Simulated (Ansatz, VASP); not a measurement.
# C2S3 in two plane-wave programs, part 2 of 2

Aim: how closely do two programs agree when they are given the same cell, functional and k mesh? The cell is taken from a series of runs on this material, whose earlier steps may have relaxed, scaled, displaced or heated it; both programs get it as it stands.

VASP 6.6.1 and Ansatz 0.2.0.

So far. Step 2 (VASP: single point, HSE06): The run ends at a pressure of -1.71 GPa, with forces up to 0.73 eV/Å.

### Step 3. Ansatz: single point, HSE06

Level of this step: Ansatz beside VASP: Kohn-Sham DFT, plane waves, HSE06 (Ansatz).

Ansatz runs on its PAW soft_1 files.

The same cell, functional and mesh now go to Ansatz, which takes its cutoff from its data sets.

Contents of input.yaml:

```yaml
crystal:
  lattice:
    - [5.805, 0.0, 0.0]
    - [0.0, 6.6377, 0.0]
    - [-3.5391430821, 0.0, 10.1819277854]
  atoms:
    - { symbol: C, position: [0.4275340412, 0.9956591813, 0.0389019337] }
    - { symbol: C, position: [0.5724659588, 0.4956591813, 0.4610980663] }
    - { symbol: C, position: [0.5724659588, 0.0043408187, 0.9610980663] }
    - { symbol: C, position: [0.4275340412, 0.5043408187, 0.5389019337] }
    - { symbol: C, position: [0.2857765633, 0.3123523348, 0.8947240389] }
    - { symbol: C, position: [0.7142234367, 0.8123523348, 0.6052759611] }
    - { symbol: C, position: [0.7142234367, 0.6876476652, 0.1052759611] }
    - { symbol: C, position: [0.2857765633, 0.1876476652, 0.3947240389] }
    - { symbol: S, position: [0.2143970329, 0.1860506622, 0.019479966] }
    - { symbol: S, position: [0.7856029671, 0.6860506622, 0.480520034] }
    - { symbol: S, position: [0.7856029671, 0.8139493378, 0.980520034] }
    - { symbol: S, position: [0.2143970329, 0.3139493378, 0.519479966] }
    - { symbol: S, position: [0.5239473935, 0.2046179098, 0.852551854] }
    - { symbol: S, position: [0.4760526065, 0.7046179098, 0.647448146] }
    - { symbol: S, position: [0.4760526065, 0.7953820902, 0.147448146] }
    - { symbol: S, position: [0.5239473935, 0.2953820902, 0.352551854] }
    - { symbol: S, position: [0.1369031152, 0.5137988273, 0.8191576789] }
    - { symbol: S, position: [0.8630968848, 0.0137988273, 0.6808423211] }
    - { symbol: S, position: [0.8630968848, 0.4862011727, 0.1808423211] }
    - { symbol: S, position: [0.1369031152, 0.9862011727, 0.3191576789] }
kpoints:
  mp_grid: { grid: [4, 2, 2] }
  band_path:
    path:
      - [0.0, 0.0, 0.0]
      - [0.0, 0.5, 0.0]
      - [0.0, 0.5, 0.5]
      - [0.0, 0.0, 0.5]
      - [-0.5, 0.0, 0.5]
      - [-0.5, 0.5, 0.5]
      - [-0.5, 0.5, 0.0]
      - [-0.5, 0.0, 0.0]
      - [-0.5, 0.1, 0.0]
      - [-0.5, 0.15, 0.0]
    npoints: 1
hamiltonian:
  xc: hse06
  pseudopotentials: { kind: paw, azcp: { folder: soft_1 } }
scf:
  occupations: { method: fixed }
  n_extra_bands: 10
output:
  eigenvalues: true
```

Run with:

```
$ ansatz run input.yaml --threads 2 --pin off --max-ram 92160MiB --backend cuda --events-out ev --progress --plain --runs-dir out --devices 1 --max-vram 13GiB
```

Numbers of over 12 decimals in the logs are rounded to 6 here.

The log of the run:

```text
scf.n_extra_bands = 10 over 52 filled bands (N_el = 104.0): the run solves 62 bands
GPUs: using 1 of 1 available (devices: 1).
Engine: ansatz 0.2.0, x86_64-unknown-linux-gnu
Pseudopotentials: kind: paw
Pseudopotential: C, paw, valence charge 4, recommended cutoff 420 eV (normal), soft_1/C.paw.azcp
Pseudopotential: S, paw, valence charge 6, recommended cutoff 420 eV (normal), soft_1/S.paw.azcp
Functional definition: HSE06
  parameter a = 0.25
  parameter omega = 0.11/bohr
  exchange = pbe_x - a*pbe_x_sr(omega) + a*exact_x_sr(omega)
  correlation = pbe_c
davidson cushion auto → on  (no smearing: the cushion is to keep the highest requested band from converging to the state above it; pin scf.eigensolver.cushion to override)
device memory: the entry about to start is reckoned to put 3.3 GiB on a device that reports 41.0 GiB free (of which the cap on the GPU budget leaves the run 13.0 GiB)
GPU FFT provider: cuFFT
GPU libraries: cuBLAS 13.8.2, cuFFT 12.4.0, cuSOLVER 12.3.4
Crystal: 20 atoms, lattice volume = 392.328 Å³
Basis set: ecut = 420 eV, 7669 PW (Γ)
Bands: 62, of which v1, the nominal top of the filled ones, is band 52 counted from 1 (51 counted from 0)
Symmetry: 4 space group operations
Space group: P21/c (ITA 14), of the structure as read, at distance tolerance 7.3e-5 Å
k-points: 12 of 16
Non-local potential: C, projectors of the file, l = 0: 2, l = 1: 2, l = 2: 1
Non-local potential: S, projectors of the file, l = 0: 2, l = 1: 2, l = 2: 1
PAW form: soft (Blöchl's): semilocal exchange-correlation on the pseudo side does not see the compensation charge
PAW frozen core: C, regenerated for the run's functional, and the local potential with it (the file was generated under x = pbe(κ = 0.804, μ = 0.219515), c = pbe(β = 0.066725))
PAW frozen core: S, regenerated for the run's functional, and the local potential with it (the file was generated under x = pbe(κ = 0.804, μ = 0.219515), c = pbe(β = 0.066725))
PAW one-centre angular grid: C, 110 points (default); XC on 64 Gauss nodes
PAW one-centre angular grid: S, 110 points (default); XC on 64 Gauss nodes
Initial density: superposition of atomic densities (chi_scale 0.1, normalization cell, long waves kept (reshape's long-wave potential 0.01 eV rms))
Initial wavefunctions: pseudopotential atomic-orbital guess
GPU buffer pool allocated for 135000 grid points (all kernels)
GPU transforms: local potential and band sums: pruned to the plane-wave sphere, on 40×45×75
Functional: x = pbe(κ = 0.804, μ = 0.219515), c = pbe(β = 0.066725), warm-up for x = pbe(κ = 0.804, μ = 0.219515) + 0.25 (exact − pbe) at short range (hse, ω = 0.207870 Å⁻¹), c = pbe(β = 0.066725); HSE06 as pw.x's `hse` composes it (authors' and Libxc's form: `xc: wpbeh`)
SCF iter   1: F=—  HF=-12831.637949 eV  |F-HF|=—  |Δ(HF+E_count)|=         —  Δρ=7.02e-2  dr2=2.38e1  ethr=1.00e-1  ⟨swp⟩=4.3  Hψ=2679  notcnv=0
preconditioner: auto → none  [insulator: Δε(μ)=1.740 eV  Ē_g=9.906 eV  n_scr=64 (ndim 8)  ℏωp=18.7 eV  f_vac=0.007]
SCF iter   2: F=—  HF=-12827.753507 eV  |F-HF|=—  |Δ(HF+E_count)|=    3.88e0  Δρ=3.98e-2  dr2=9.07e0  ethr=2.29e-2  ⟨swp⟩=4.0  Hψ=2188  notcnv=0
iter 3 solved again at ethr=5.73e-4 eV; its pass at ethr=8.72e-3 eV (dr2=5.96e-1 eV) is discarded
SCF iter   3: F=—  HF=-12825.585484 eV  |F-HF|=—  |Δ(HF+E_count)|=    2.17e0  Δρ=1.66e-2  dr2=6.01e-1  ethr=5.73e-4  ⟨swp⟩=3.0  Hψ=3634  notcnv=0
SCF iter   4: F=—  HF=-12825.566941 eV  |F-HF|=—  |Δ(HF+E_count)|=   1.85e-2  Δρ=6.85e-3  dr2=3.41e-1  ethr=5.73e-4  ⟨swp⟩=3.0  Hψ=1965  notcnv=0
SCF iter   5: F=—  HF=-12825.489934 eV  |F-HF|=—  |Δ(HF+E_count)|=   7.70e-2  Δρ=1.75e-3  dr2=8.25e-3  ethr=3.28e-4  ⟨swp⟩=3.0  Hψ=1796  notcnv=0
SCF iter   6: F=—  HF=-12825.490004 eV  |F-HF|=—  |Δ(HF+E_count)|=   7.00e-5  Δρ=5.72e-4  dr2=1.18e-3  ethr=7.93e-6  ⟨swp⟩=4.0  Hψ=2339  notcnv=0
SCF iter   7: F=—  HF=-12825.490012 eV  |F-HF|=—  |Δ(HF+E_count)|=   7.93e-6  Δρ=2.66e-4  dr2=5.44e-4  ethr=1.13e-6  ⟨swp⟩=4.0  Hψ=2188  notcnv=0
SCF iter   8: F=-12825.489909 eV  HF=-12825.489910 eV  |F-HF|=1.06e-6  |Δ(HF+E_count)|=   1.01e-4  Δρ=1.03e-4  dr2=2.64e-5  ethr=5.23e-7  ⟨swp⟩=3.0  Hψ=1811  notcnv=0
SCF 1 stopped early in 8 iterations: F = -12825.489909 eV  dr2 = 2.64e-5
  greatest PAW one-centre occupation: 0.866 electrons in one spin orbital (limit 2), on the S atom at site 15 (counted from 0), in its partial waves of l = 0
device memory: the entry about to start is reckoned to put 4.2 GiB (of the 4.3 GiB reckoned in all, the device holds 0.1 GiB already) on a device that reports 45.9 GiB free (of which the cap on the GPU budget leaves the run 12.9 GiB)
GPU FFT provider: cuFFT
GPU libraries: cuBLAS 13.8.2, cuFFT 12.4.0, cuSOLVER 12.3.4
Initial density: handed on by an earlier stage of this run
Initial wavefunctions: those handed on with the density
GPU buffer pool allocated for 135000 grid points (all kernels)
GPU transforms: local potential and band sums: pruned to the plane-wave sphere, on 40×45×75
Functional: x = pbe(κ = 0.804, μ = 0.219515) + 0.25 (exact − pbe) at short range (hse, ω = 0.207870 Å⁻¹), c = pbe(β = 0.066725); HSE06 as pw.x's `hse` composes it (authors' and Libxc's form: `xc: wpbeh`)
Exchange kernel: α = 0.2500, screened, ω = 0.2079 Å⁻¹, Wigner–Seitz truncation, v(0) = 1032.6993 eV·Å³, q-mesh 4×2×2, nearest image of the exchange supercell L = 13.28 Å, pair-density grid 27×30×48, without the augmentation charges, whose exchange is taken in its separable form by FFT convolution over the k-point mesh (sized by the pseudopotential files, 40×45×72 at the most), smooth part of the exact exchange by density-matrix convolution in up to 7.26 GiB of GPU memory as planned if the GPU has room (build and FFT work areas not counted)
Frozen-core exchange: fock
SCF iter   1: F=—  HF=-12830.819689 eV  |F-HF|=—  |Δ(HF+E_count)|=         —  Δρ=6.92e-3  dr2=1.82e-1  ethr=2.54e-7  ⟨swp⟩=9.6  Hψ=5227  notcnv=0
preconditioner: auto → none  [insulator: Δε(μ)=2.333 eV  Ē_g=11.358 eV  n_scr=64 (ndim 8)  ℏωp=18.7 eV  f_vac=0.027]
[...]
SCF iter   3: F=—  HF=-12830.806906 eV  |F-HF|=—  |Δ(HF+E_count)|=   4.30e-2  Δρ=1.36e-3  dr2=7.14e-3  ethr=2.54e-7  ⟨swp⟩=5.9  Hψ=3376  notcnv=0
SCF iter   4: F=—  HF=-12830.805027 eV  |F-HF|=—  |Δ(HF+E_count)|=   1.88e-3  Δρ=3.44e-4  dr2=9.23e-4  ethr=2.54e-7  ⟨swp⟩=5.0  Hψ=3127  notcnv=0
SCF iter   5: F=—  HF=-12830.804860 eV  |F-HF|=—  |Δ(HF+E_count)|=   1.67e-4  Δρ=1.43e-4  dr2=3.01e-4  ethr=2.54e-7  ⟨swp⟩=3.9  Hψ=2245  notcnv=0
SCF iter   6: F=—  HF=-12830.806887 eV  |F-HF|=—  |Δ(HF+E_count)|=   2.03e-3  Δρ=2.41e-4  dr2=2.18e-4  ethr=5.17e-8  ⟨swp⟩=4.9  Hψ=2974  notcnv=0
SCF iter   7: F=-12830.806817 eV  HF=-12830.806822 eV  |F-HF|=5.18e-6  |Δ(HF+E_count)|=   6.48e-5  Δρ=4.61e-5  dr2=1.41e-5  ethr=5.17e-8  ⟨swp⟩=4.0  Hψ=2421  notcnv=0
SCF 2 stopped early in 7 iterations: F = -12830.806817 eV  dr2 = 1.41e-5
  greatest PAW one-centre occupation: 0.864 electrons in one spin orbital (limit 2), on the S atom at site 15 (counted from 0), in its partial waves of l = 0
hybrid outer 1: dexx = +5.575e-2 eV, tail = 1.02e-4 eV
GPU FFT provider: cuFFT
GPU libraries: cuBLAS 13.8.2, cuFFT 12.4.0, cuSOLVER 12.3.4
GPU buffer pool allocated for 135000 grid points (all kernels)
GPU transforms: local potential and band sums: pruned to the plane-wave sphere, on 40×45×75
Exchange kernel: α = 0.2500, screened, ω = 0.2079 Å⁻¹, Wigner–Seitz truncation, v(0) = 1032.6993 eV·Å³, q-mesh 4×2×2, nearest image of the exchange supercell L = 13.28 Å, pair-density grid 27×30×48, without the augmentation charges, whose exchange is taken in its separable form by FFT convolution over the k-point mesh (sized by the pseudopotential files, 40×45×72 at the most), smooth part of the exact exchange by density-matrix convolution in up to 7.26 GiB of GPU memory as planned if the GPU has room (build and FFT work areas not counted)
Frozen-core exchange: fock
SCF iter   1: F=—  HF=-12830.806524 eV  |F-HF|=—  |Δ(HF+E_count)|=         —  Δρ=4.76e-5  dr2=5.64e-6  ethr=4.90e-7  ⟨swp⟩=3.5  Hψ=1761  notcnv=0
preconditioner: auto → none  [insulator: Δε(μ)=2.322 eV  Ē_g=10.895 eV  n_scr=64 (ndim 8)  ℏωp=18.4 eV  f_vac=0.028]
SCF iter   2: F=—  HF=-12830.806531 eV  |F-HF|=—  |Δ(HF+E_count)|=   6.48e-6  Δρ=2.55e-5  dr2=1.79e-6  ethr=4.35e-9  ⟨swp⟩=5.3  Hψ=2466  notcnv=0  defer=5
iter 3 solved again at ethr=1.26e-10 eV; its pass at ethr=1.49e-9 eV (dr2=1.31e-7 eV) is discarded
SCF iter   3: F=—  HF=-12830.806530 eV  |F-HF|=—  |Δ(HF+E_count)|=   4.78e-7  Δρ=8.45e-6  dr2=1.75e-7  ethr=1.26e-10  ⟨swp⟩=3.0  Hψ=3381  notcnv=0
SCF iter   4: F=-12830.806530 eV  HF=-12830.806530 eV  |F-HF|=2.28e-9  |Δ(HF+E_count)|=   3.19e-9  Δρ=1.57e-6  dr2=5.18e-8  ethr=1.21e-10  ⟨swp⟩=3.0  Hψ=1698  notcnv=0
SCF 3 converged in 4 iterations: F = -12830.806530 eV  dr2 = 5.18e-8
hybrid outer 2: dexx = +8.815e-6 eV, tail = 1.23e-7 eV, Δε = 1.17e-3 eV (about 4.41e-5 eV left of the loop's levels)
device memory: the entry about to start is reckoned to put 1.7 GiB on a device that reports 38.6 GiB free (of which the cap on the GPU budget leaves the run 13.0 GiB)
NSCF: frozen V_eff on 10 k-points
hybrid SCF converged: 2 outer / 11 inner (+8 warm-up), last move |dexx| = 8.81e-6 eV, tail = 1.23e-7 eV
Stability not checked: this state was not tested for a lower state beside it, because the functional holds exact exchange (a hybrid, or Hartree-Fock), whose exchange loop this test does not read (fock_operator; see scf.lower_state_search)
Free energy (F): -12830.806531 eV
Frozen-core exchange: fock
Harris-Foulkes:  -12830.806531 eV  (|F-HF|=2.28e-9)
Internal energy: -12830.806531 eV  (E = F + TS)
E sigma→0 (E₀):  -12830.806531 eV
Fermi energy:    3.239572 eV
--- Per-component energies (eV) ---
  E_band       = -518.077328
  E_kinetic    = 1947.943621
  E_local      = -3954.356809  (includes V_loc(G=0)·N_el)
  E_nonlocal   = 598.854709
  E_hartree    = 1315.528624
  E_xc         = -1154.088568
  E_vxc        = -1157.208565  (∫ρ·V_xc dr)
  E_exx        = -204.000471  (= α·E_x^exact, valence–valence)
  E_paw        = -8176.754389  (= ΣΔE_a)
  E_vpaw       = -176.369232  (= ΣTr[D̂ρ^β])
  E_aug_tail   = 0.000133  (compensation charges beyond the density's cutoff)
  E_ewald      = -3202.675455
  E_core_change = -1.257928  (= ΣΔE_core)
  E_smearing   = -0.000000  (= −TS)
  E_closure    = -0.000000  (closes the sum)
  Σ components = -12830.806531   (vs F -12830.806531, Δ=1.82e-12)
--- Band table (eV; the first three rows and the last of 12) ---
  k-point 0: bands = [... 48 lower, 2.3144, 2.6431, 2.8062, 3.0461, 5.5622, 6.2779, 6.3975, 6.4257, ... 6 higher]
  k-point 1: bands = [... 48 lower, 2.4241, 2.4241, 3.0253, 3.0253, 5.8548, 5.8548, 6.5470, 6.5470, ... 6 higher]
  k-point 2: bands = [... 48 lower, 2.4933, 2.4933, 3.0218, 3.0218, 6.0513, 6.0513, 6.4315, 6.4315, ... 6 higher]
  k-point 11: bands = [... 48 lower, 2.2236, 2.2236, 2.9871, 2.9871, 5.7739, 5.7739, 6.0654, 6.0654, ... 6 higher]
```

### Step 4. Differences

Known differences besides the potentials themselves: exact exchange at q = 0 is treated differently, which shows on coarse meshes; VASP keeps PBE cores, Ansatz makes them for the functional; fixed occupations in Ansatz, narrow Gaussian smearing in VASP; the cutoff is 420 eV in Ansatz and 520 eV in VASP; VASP takes a coarser grid for exact exchange (PRECFOCK = Fast). Total energies have different zeros and are not compared.

Both answers:

```
              quantity  Ansatz   VASP  difference
gap on the k mesh (eV)   2.323  2.325      -0.003
```

A gap on the mesh is an upper bound, since the band edges may lie between its points.

### Step 5. What came out

```json
{"difference in gap on the k mesh (single point, HSE06)": "-0.0028 eV"}
```

**Reading.** The difference in gap on the k mesh is -0.0028 eV (single point, HSE06), within the 0.08 eV picked in this series as the mark of a large difference. Such differences can come from data sets, numerical settings and the points named under the comparisons, not from the functional's error against experiment.

[Lines on the potential files, build, host, timing and source positions are cut from VASP's logs without a mark.]

[Logs are printed without paths, hosts, clocks, repeated set-up lines and the standing remarks that a program may print on its own settings, such as how far it seeks lower states.]

[Hosts, paths, dates, database ids (printed as entryN), source tags and the programs' standing remarks are cut or masked in the printed files.]
